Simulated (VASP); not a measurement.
A run of VASP 6.6.1 is set up as follows.

INCAR

```
SYSTEM = Ag
ALGO = Normal ; EDIFF = 1E-7
EDIFFG = -0.005 ; ENCUT = 600
GGA = RP ; IBRION = 2
ISIF = 3 ; ISMEAR = 0
LASPH = .True. ; LCHARG = .False.
LREAL = .False. ; LWAVE = .False.
NELM = 100 ; NSW = 90
PREC = Accurate ; SIGMA = 0.1
```

File KPOINTS:

```
k-points
0
Gamma
  18 18 18
  0 0 0
```

File POSCAR:

```
Ag
1.0
    0.0000000000      2.0675000000      2.0675000000
    2.0675000000      0.0000000000      2.0675000000
    2.0675000000      2.0675000000      0.0000000000
Ag
1
Direct
    0.0000000000      0.0000000000      0.0000000000
```

Potentials or basis: VASP PAW PBE potentials, release 64 (Ag).

Run with:

```console
$ cat potpaw_PBE.64/Ag/POTCAR > POTCAR
$ mpirun -np 1 vasp_std > vasp.out
```

**Question.** Estimate the space group after relaxing (to 0.05 Å).

**Answer.** Fm-3m (No. 225).

**Question.** What does it give for the relaxed volume?

**Answer.** 18.64 Å³/atom.

**Question.** Predict the relaxed cell.

**Answer.** a = 2.976 Å, b = 2.976 Å, c = 2.976 Å, α = 60.00°, β = 60.00°, γ = 60.00°.

Step by step:
```
step  energy change (eV)  largest force (eV/Å)  pressure (GPa)  volume (Å³)
   1              0.0000                0.0000            4.64        17.68
   2             -0.0115                0.0000           -1.38        19.02
   3             -0.0131                0.0000            0.02        18.64
```

Caveat: the PAW data sets were made with another functional, which shifts forces and pressure a little. RPBE and its kin give volumes clearly too large for solids.
